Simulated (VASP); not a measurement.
Calculation: LDA (Ceperley-Alder, Perdew-Zunger) with spin-orbit coupling, VASP's LDA PAW potentials (set 64) (plane waves; VASP).

The input files of a VASP run:

### INCAR
```
SYSTEM = CuI
PREC = Accurate
ENCUT = 400
EDIFF = 1E-6
NELM = 100
ALGO = Normal
LREAL = .FALSE.
LASPH = .TRUE.
ISMEAR = 0
SIGMA = 0.05
LMAXMIX = 4
LWAVE = .FALSE.
LCHARG = .FALSE.
LSORBIT = .TRUE.
MAGMOM = 0 0 0 0 0 0
GGA_COMPAT = .FALSE.
```

**POSCAR**
```
CuI
5.8611520
  0.0000000000   0.4999999900   0.4999999900
  0.4999999900   0.0000000000   0.4999999900
  0.4999999900   0.4999999900   0.0000000000
Cu I
1 1
Cart
  0.0000000000   0.0000000000   0.0000000000
  0.2499999950   0.2499999950   0.2499999950
```

KPOINTS:
```
Automatic mesh
0
G
7 7 7
0 0 0
```

**KPOINTS_OPT**
```
k-points along high-symmetry lines
8
Line-mode
Reciprocal
  0.000000   0.000000   0.000000 ! GAMMA
 -0.500000  -0.500000   0.000000 ! X

 -0.500000  -0.500000   0.000000 ! X
 -0.375000  -0.375000   0.250000 ! U

 -0.375000  -0.000000   0.375000 ! K
  0.000000   0.000000   0.000000 ! GAMMA

  0.000000   0.000000   0.000000 ! GAMMA
 -0.000000  -0.000000   0.500000 ! L

 -0.000000  -0.000000   0.500000 ! L
 -0.500000  -0.250000   0.250000 ! W

 -0.500000  -0.250000   0.250000 ! W
 -0.500000  -0.500000   0.000000 ! X
```

POTCAR, in this order: Cu I (LDA.64 set). Program: vasp_ncl.

Problem. Predict the energy per atom (σ→0), band gap (over mesh and band path).

Solution. 
```
Property                                             Value
----------------------------------  ----------------------
energy per atom (σ→0)               -344.0 kJ/mol of atoms
band gap (over mesh and band path)                 1.09 eV
```

### OSZICAR
```
...
DAV:  10    -0.713145501302E+01    0.98912E-03   -0.27907E-03  2424   0.141E+00    0.336E-01
DAV:  11    -0.713137388840E+01    0.81125E-04   -0.47962E-04  2382   0.265E-01    0.174E-01
DAV:  12    -0.713122613566E+01    0.14775E-03   -0.98413E-04  2160   0.118E+00    0.247E-02
DAV:  13    -0.713122972863E+01   -0.35930E-05   -0.15003E-04  2394   0.232E-01    0.437E-02
DAV:  14    -0.713122910333E+01    0.62530E-06   -0.20454E-06  1664   0.148E-02
   1 F= -.71312291E+01 E0= -.71312291E+01  d E =-.262366E-12  mag=    -0.0000     0.0000     0.0000
       N       E                     dE             ncg
       N       E                     dE             ncg
```

The compound is CuI in the zinc blende structure. It was relaxed first, which changed the volume by -9 %.
